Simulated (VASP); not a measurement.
Here is the system:

```xyz
2
Lattice="3.3549 0.0000 0.0000 -1.6775 2.9055 0.0000 0.0000 0.0000 2.8948" Properties=species:S:1:pos:R:3 pbc="T T T"
Ru     3.3549     0.0000     0.0000
Si     1.6775     0.9685     1.4474
```

These are r2SCAN meta-GGA, VASP's PBE PAW potentials (set 64) (plane waves; VASP) values and carry that method's errors. Numerical set-up: 400 eV cut-off, 14×14×14 Γ-centred mesh, tetrahedra with Blöchl corrections, potentials Ru_pv Si.

Give the energies of bands 5 to 12 at the high-symmetry points, in eV from the Fermi level.

```csv
band,Γ,M,K,A,L,H
5,-4.67,-6.56,-6.20,-7.35,-5.78,-6.27
6,-3.81,-4.17,-4.63,-3.66,-4.62,-5.39
7,-3.81,-2.53,-2.33,-3.66,-3.22,-1.82
8,-0.92,-1.28,-1.75,-2.62,-0.82,-1.42
9,-0.92,-1.25,-0.94,-2.62,-0.57,0.02
10,4.46,0.32,-0.84,1.85,0.47,2.80
11,5.80,1.15,0.50,5.57,4.63,3.69
12,5.80,8.54,9.67,5.57,4.73,3.87
```

It has no gap at this level: it comes out as a metal or semimetal.

The structure was generated: SiRu was put into the WC type (P-6m2), which need not be its known phase. It was relaxed first, which changed the volume by -8 %.
